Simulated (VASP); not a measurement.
An input for Quantum ESPRESSO's pw.x (written as the equivalent of a VASP run, and not itself run):

```
&CONTROL
  calculation = 'scf'
  pseudo_dir = './pseudo'
  outdir = './out'
  tprnfor = .true.
  tstress = .true.
/
&SYSTEM
  ibrav = 0
  nat = 3
  ntyp = 2
  ecutwfc = 86
  occupations = 'tetrahedra'
  input_dft = 'pw91'
/
&ELECTRONS
  conv_thr = 7.3e-09
  electron_maxstep = 100
/
ATOMIC_SPECIES
  Zr 91.224 Zr.upf
  Se 78.971 Se.upf
CELL_PARAMETERS angstrom
     1.9038115   -3.2974985    0.0000000
     1.9038115    3.2974985   -0.0000000
    -0.0000000   -0.0000000    6.5799035
ATOMIC_POSITIONS crystal
  Zr   0.0000000  0.0000000  0.0000000
  Se   0.3333330  0.6666670  0.2400884
  Se   0.6666670  0.3333330  0.7599116
K_POINTS automatic
  8 8 4 0 0 0
```

### Question
Write the VASP files for the same calculation (PW91).

### Answer
One answer among several that fit: 
**KPOINTS**
```
Regular mesh
0
G
 8 8 4
0 0 0
```

**POSCAR**
```
ZrSe2
1
    1.9038115104    -3.2974984985     0.0000000000
    1.9038115104     3.2974984985    -0.0000000000
   -0.0000000000    -0.0000000000     6.5799035113
Zr Se
1 2
Direct
  0.0000000000   0.0000000000   0.0000000000
  0.3333330000   0.6666670000   0.2400884290
  0.6666670000   0.3333330000   0.7599115710
```

### INCAR
```
ALGO=Normal
EDIFF=1E-7
ENCUT=520
GGA=91
ISIF=2
ISMEAR=-5
LASPH=.TRUE.
LCHARG=.TRUE.
LEFG=.TRUE.
LMAXMIX=4
LORBIT=11
LREAL=.FALSE.
LWAVE=.FALSE.
NEDOS=601
NELM=100
PREC=Accurate
SYSTEM=ZrSe2
```

POTCAR, in this order: Zr_sv Se (PBE.64 set). Program: vasp_std.

Limits of the translation: the potentials are each code's own (VASP's PAW set, PseudoDojo norm-conserving files in pw.x), so ENCUT and ecutwfc are chosen apart and not converted; conv_thr bounds pw.x's estimated SCF error, while EDIFF bounds the energy change between steps; the field gradients of LEFG aren't asked of the other code.

The compound is ZrSe2 in the 1T layered structure. It was relaxed first, which changed the volume by +9 %.
